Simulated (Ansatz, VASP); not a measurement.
# TaN: VASP beside Ansatz, part 3 of 3

One calculation is typed for both programs; each brings its own data sets. How far apart do they land? The cell is taken from a series of runs on this material, whose earlier steps may have relaxed, scaled, displaced or heated it; both programs get it as it stands.

VASP 6.6.1 and Ansatz 0.2.0.

So far: Starting point; Ansatz: zone-centre phonons, LDA; VASP: zone-centre phonons, LDA.

## Step 3: VASP: zone-centre phonons, LDA (continued)

Level of this step: LDA; plane waves and PAW (N, Ta_pv) (VASP).

Numbers of over 12 decimals in the logs are rounded to 6 here.

OUTCAR, selected parts (step 3):

```text
ion  position               nearest neighbor table
   1  0.397  0.000  0.000-   6 1.98   4 2.08   4 2.08   5 2.08   5 2.08
   2  0.603  0.603  0.000-   6 1.98   4 2.08   4 2.08   5 2.08   5 2.08
   3  0.000  0.397  0.000-   6 1.98   5 2.08   5 2.08   4 2.08   4 2.08
   4  0.333  0.667  0.500-   1 2.08   1 2.08   3 2.08   3 2.08   2 2.08   2 2.08   5 2.88   5 2.88
                             5 2.88   6 3.21   6 3.21   6 3.21   6 3.21   6 3.21   6 3.21
   5  0.667  0.333  0.500-   3 2.08   3 2.08   1 2.08   1 2.08   2 2.08   2 2.08   4 2.88   4 2.88
                             4 2.88   6 3.21   6 3.21   6 3.21   6 3.21   6 3.21   6 3.21
   6  0.000  0.000  0.000-   1 1.98   2 1.98   3 1.98   4 3.21   5 3.21   4 3.21   5 3.21   5 3.21
                             5 3.21   4 3.21   4 3.21   5 3.21   5 3.21   4 3.21   4 3.21

  LATTYP: Found a hexagonal cell.
 ALAT       =     4.9953837168
 C/A-ratio  =     0.5624661510

 Subroutine GETGRP returns: Found 12 space group operations
 (whereof 12 operations were pure point group operations)

The static configuration has the point symmetry D_3h.

 Found     84 irreducible k-points:

   k-points           NKPTS =     84   k-points in BZ     NKDIM =     84   number of bands    NBANDS=     30

   dimension x,y,z NGX =    40 NGY =   40 NGZ =   24
   dimension x,y,z NGXF=    80 NGYF=   80 NGZF=   48

   ENCUT  =  600.0 eV  44.10 Ry    6.64 a.u.   9.98  9.98  5.61*2*pi/ulx,y,z

   NELECT =      48.0000    total number of electrons

 k-points in reciprocal lattice and weights: Automatic mesh
   0.00000000  0.00000000  0.00000000       0.001
   0.11111111  0.00000000  0.00000000       0.006
   0.22222222  0.00000000  0.00000000       0.006
   0.33333333  0.00000000  0.00000000       0.006
   0.44444444  0.00000000  0.00000000       0.006
   0.11111111  0.11111111  0.00000000       0.006
   0.22222222  0.11111111  0.00000000       0.012
   0.33333333  0.11111111  0.00000000       0.012
   0.44444444  0.11111111  0.00000000       0.006
[...]
-----------------------------------------------------------------------------------
    total drift:                                0.000000      0.000001     -0.000000

 Eigenvectors and eigenvalues of the dynamical matrix
 ----------------------------------------------------

   1 f  =   25.007962 THz   157.129657 2PiTHz  834.175806 cm-1   103.424572 meV
             X         Y         Z           dx          dy          dz
      1.983033  0.000000  0.000000     0.000000   -0.577350    0.000000
      1.506175  2.608772  0.000000    -0.500000    0.288675    0.000000
     -0.991517  1.717357  0.000000     0.500000    0.288675   -0.000000
     -0.000000  2.884086  1.404867    -0.000000    0.000000   -0.000000
      2.497692  1.442043  1.404867     0.000000    0.000000    0.000000
      0.000000  0.000000  0.000000    -0.000000   -0.000000    0.000000

   2 f  =   22.377398 THz   140.601337 2PiTHz  746.429643 cm-1    92.545439 meV
             X         Y         Z           dx          dy          dz
      1.983033  0.000000  0.000000     0.008585   -0.471598   -0.000000
      1.506175  2.608772  0.000000     0.483628    0.376840   -0.000000
     -0.991517  1.717357  0.000000    -0.488663    0.364021    0.000000
     -0.000000  2.884086  1.404867    -0.043855    0.039539    0.000000
      2.497692  1.442043  1.404867     0.044883    0.038369   -0.000000
      0.000000  0.000000  0.000000    -0.002014   -0.152767   -0.000000

   3 f  =   22.377398 THz   140.601337 2PiTHz  746.429643 cm-1    92.545439 meV
             X         Y         Z           dx          dy          dz
      1.983033  0.000000  0.000000    -0.651106   -0.006218    0.000000
      1.506175  2.608772  0.000000     0.197332   -0.481261   -0.000000
     -0.991517  1.717357  0.000000     0.184512    0.491029    0.000000
     -0.000000  2.884086  1.404867    -0.039539   -0.043855   -0.000000
      2.497692  1.442043  1.404867    -0.038369    0.044883    0.000000
      0.000000  0.000000  0.000000     0.152767   -0.002014    0.000000

   4 f  =   21.573700 THz   135.551556 2PiTHz  719.621179 cm-1    89.221615 meV
             X         Y         Z           dx          dy          dz
      1.983033  0.000000  0.000000     0.001134   -0.642495   -0.000000
      1.506175  2.608772  0.000000     0.082757   -0.501930   -0.000000
     -0.991517  1.717357  0.000000    -0.079788   -0.501525    0.000000
     -0.000000  2.884086  1.404867    -0.018243    0.151344    0.000000
      2.497692  1.442043  1.404867     0.017489    0.151433    0.000000
      0.000000  0.000000  0.000000    -0.000386    0.155069    0.000000

   5 f  =   21.573700 THz   135.551556 2PiTHz  719.621179 cm-1    89.221615 meV
             X         Y         Z           dx          dy          dz
      1.983033  0.000000  0.000000    -0.454805   -0.001601    0.000000
      1.506175  2.608772  0.000000    -0.595370    0.080022    0.000000
     -0.991517  1.717357  0.000000    -0.595775   -0.082523   -0.000000
     -0.000000  2.884086  1.404867     0.151344    0.018243   -0.000000
      2.497692  1.442043  1.404867     0.151433   -0.017489    0.000000
      0.000000  0.000000  0.000000     0.155069    0.000386    0.000000

   6 f  =   21.284854 THz   133.736679 2PiTHz  709.986291 cm-1    88.027042 meV
             X         Y         Z           dx          dy          dz
      1.983033  0.000000  0.000000     0.000000    0.000000   -0.552588
      1.506175  2.608772  0.000000     0.000000    0.000000   -0.552588
     -0.991517  1.717357  0.000000    -0.000000    0.000000   -0.552588
     -0.000000  2.884086  1.404867     0.000000   -0.000000    0.200351
      2.497692  1.442043  1.404867    -0.000000   -0.000000    0.200351
      0.000000  0.000000  0.000000    -0.000000   -0.000000    0.060475

   7 f  =   20.804020 THz   130.715512 2PiTHz  693.947406 cm-1    86.038474 meV
             X         Y         Z           dx          dy          dz
      1.983033  0.000000  0.000000    -0.577350    0.000000   -0.000000
      1.506175  2.608772  0.000000     0.288675    0.500000    0.000000
     -0.991517  1.717357  0.000000     0.288675   -0.500000   -0.000000
     -0.000000  2.884086  1.404867    -0.000000   -0.000000    0.000000
      2.497692  1.442043  1.404867    -0.000000    0.000000   -0.000000
      0.000000  0.000000  0.000000     0.000000    0.000000   -0.000000

   8 f  =   20.650543 THz   129.751191 2PiTHz  688.827984 cm-1    85.403747 meV
             X         Y         Z           dx          dy          dz
      1.983033  0.000000  0.000000    -0.000000    0.000000    0.740328
      1.506175  2.608772  0.000000     0.000000    0.000000   -0.668385
     -0.991517  1.717357  0.000000     0.000000   -0.000000   -0.071943
     -0.000000  2.884086  1.404867     0.000000    0.000000    0.000000
      2.497692  1.442043  1.404867     0.000000   -0.000000    0.000000
      0.000000  0.000000  0.000000    -0.000000   -0.000000    0.000000

   9 f  =   20.650543 THz   129.751191 2PiTHz  688.827984 cm-1    85.403747 meV
             X         Y         Z           dx          dy          dz
      1.983033  0.000000  0.000000     0.000000   -0.000000    0.344356
      1.506175  2.608772  0.000000     0.000000   -0.000000    0.468965
     -0.991517  1.717357  0.000000    -0.000000    0.000000   -0.813321
     -0.000000  2.884086  1.404867    -0.000000    0.000000    0.000000
      2.497692  1.442043  1.404867    -0.000000    0.000000    0.000000
      0.000000  0.000000  0.000000     0.000000    0.000000    0.000000

  10 f  =    8.029958 THz    50.453715 2PiTHz  267.850571 cm-1    33.209223 meV
             X         Y         Z           dx          dy          dz
      1.983033  0.000000  0.000000     0.008218   -0.000713   -0.000000
      1.506175  2.608772  0.000000    -0.020507    0.016776    0.000000
     -0.991517  1.717357  0.000000    -0.021291   -0.016845    0.000000
     -0.000000  2.884086  1.404867     0.102488   -0.689486    0.000000
      2.497692  1.442043  1.404867     0.070268    0.693511   -0.000000
      0.000000  0.000000  0.000000    -0.163369   -0.003806    0.000000

  11 f  =    8.029958 THz    50.453715 2PiTHz  267.850571 cm-1    33.209223 meV
             X         Y         Z           dx          dy          dz
      1.983033  0.000000  0.000000     0.000191    0.030604   -0.000000
      1.506175  2.608772  0.000000    -0.017297    0.001880    0.000000
     -0.991517  1.717357  0.000000     0.016324    0.001096   -0.000000
     -0.000000  2.884086  1.404867    -0.689486   -0.102488   -0.000000
      2.497692  1.442043  1.404867     0.693511   -0.070268    0.000000
      0.000000  0.000000  0.000000    -0.003806    0.163369   -0.000000

  12 f  =    6.852028 THz    43.052565 2PiTHz  228.559068 cm-1    28.337700 meV
             X         Y         Z           dx          dy          dz
      1.983033  0.000000  0.000000    -0.000000   -0.000000    0.000000
      1.506175  2.608772  0.000000     0.000000   -0.000000    0.000000
     -0.991517  1.717357  0.000000    -0.000000    0.000000   -0.000000
     -0.000000  2.884086  1.404867     0.000000   -0.000000   -0.707107
      2.497692  1.442043  1.404867    -0.000000    0.000000    0.707107
      0.000000  0.000000  0.000000    -0.000000    0.000000    0.000000

  13 f  =    6.362714 THz    39.978112 2PiTHz  212.237296 cm-1    26.314059 meV
             X         Y         Z           dx          dy          dz
      1.983033  0.000000  0.000000     0.000952   -0.080923   -0.000000
      1.506175  2.608772  0.000000     0.081762    0.061921   -0.000000
     -0.991517  1.717357  0.000000    -0.082350    0.060482    0.000000
     -0.000000  2.884086  1.404867     0.135362   -0.399784    0.000000
      2.497692  1.442043  1.404867    -0.142350   -0.397349   -0.000000
      0.000000  0.000000  0.000000     0.006881    0.784949    0.000000
    [... 43 further lines ...]
      2.497692  1.442043  1.404867    -0.124719    0.541919    0.000000
      0.000000  0.000000  0.000000    -0.124784    0.542351    0.000000

 ELASTIC MODULI CONTR FROM IONIC RELAXATION (kBar)
 Direction    XX          YY          ZZ          XY          YZ          ZX
 --------------------------------------------------------------------------------
 XX        -943.6382    429.5165    154.3010      0.0000      0.0000      0.0000
 YY         429.5165   -943.6382    154.3010     -0.0000     -0.0000     -0.0000
 ZZ         154.3010    154.3010    -92.6193     -0.0000      0.0000     -0.0000
 XY           0.0000     -0.0000      0.0000   -686.5804     -0.0000     -0.0000
 YZ           0.0000     -0.0000      0.0000     -0.0000    -93.3146      0.0000
 ZX           0.0000     -0.0000     -0.0000     -0.0000      0.0000    -81.2147
 --------------------------------------------------------------------------------
```

## Step 4: Comparison

Known differences besides the potentials themselves: the data sets hold 54 valence electrons in Ansatz (on its PAW soft_1 files) and 48 in VASP; the cutoff is 420 eV in Ansatz and 600 eV in VASP; VASP's log shows a relativistic correction to its local exchange, Ansatz's none. Total energies have different zeros and are not compared.

The two programs side by side:

```csv
quantity,Ansatz,VASP,difference
optical mode 1 (cm⁻¹),160.9,160.6,+0.18 %
optical mode 2 to 3 (cm⁻¹),211.9,212.2,-0.16 %
optical mode 4 (cm⁻¹),227.3,228.6,-0.56 %
optical mode 5 to 6 (cm⁻¹),267.1,267.9,-0.27 %
optical mode 7 to 8 (cm⁻¹),684.1,688.8,-0.69 %
optical mode 9 (cm⁻¹),688.0,693.9,-0.86 %
optical mode 10 (cm⁻¹),706.5,710.0,-0.49 %
optical mode 11 to 12 (cm⁻¹),714.0,719.6,-0.79 %
optical mode 13 to 14 (cm⁻¹),741.4,746.4,-0.67 %
optical mode 15 (cm⁻¹),828.8,834.2,-0.64 %
```

Modes are paired by rising frequency, not by their patterns, so a pair may set unlike modes beside each other; they are those without the splitting of longitudinal modes.

## Step 5: Summary of results

```json
{
  "r.m.s. difference of the optical zone-centre modes, each program's sorted by frequency (zone-centre phonons, LDA)": "4.0 cm⁻¹",
  "difference in optical mode 9 (zone-centre phonons, LDA)": "-0.9 %"
}
```

**Reading.** The r.m.s. difference of the optical zone-centre modes, each program's sorted by frequency is 4.0 cm⁻¹ (zone-centre phonons, LDA). The data sets hold unlike numbers of valence electrons (54 in Ansatz and 48 in VASP), so part of the differences comes from the potentials. Among the rows given in per cent, the largest difference of the zone-centre phonons, LDA pair is in optical mode 9, -0.9 %. How closely two codes agree says nothing of how well the functional describes the real material.

[Lines on the potential files, build, host, timing and source positions are cut from VASP's logs without a mark.]

[Logs are printed without paths, hosts, clocks, repeated set-up lines and the standing remarks that a program may print on its own settings, such as how far it seeks lower states.]

[Hosts, paths, dates, database ids (printed as entryN), source tags and the programs' standing remarks are cut or masked in the printed files.]
